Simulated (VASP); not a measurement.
Consider the following.

```yaml
crystal:
  lattice:
    - [3.73435, 0.00000, 0.00000]
    - [-1.86718, 3.23404, 0.00000]
    - [0.00000, 0.00000, 19.35696]
  atoms:
    - { symbol: Se, position: [0.66667, 0.33333, 0.43081] }
    - { symbol: Se, position: [0.33333, 0.66667, 0.56919] }
    - { symbol: Pt, position: [0.00000, 0.00000, 0.50000] }
```

Level of theory: optB88-vdW, VASP's PBE PAW potentials (set 64) (plane waves; VASP 6.6.1). Numerical set-up: PREC = Normal, 400 eV cut-off, 12×12×1 Γ-centred mesh, Gaussian smearing of 0.050 eV, potentials Se Pt.

**Question.** What does the run give for the energy per atom (σ→0)?

**Answer.** 
```
Property                        Value
---------------------  --------------
energy per atom (σ→0)  -2.681 eV/atom
```

Only differences to runs with the same potentials and settings are physical.

The cell is a sheet with vacuum, built from PtSe2 (1T layered).
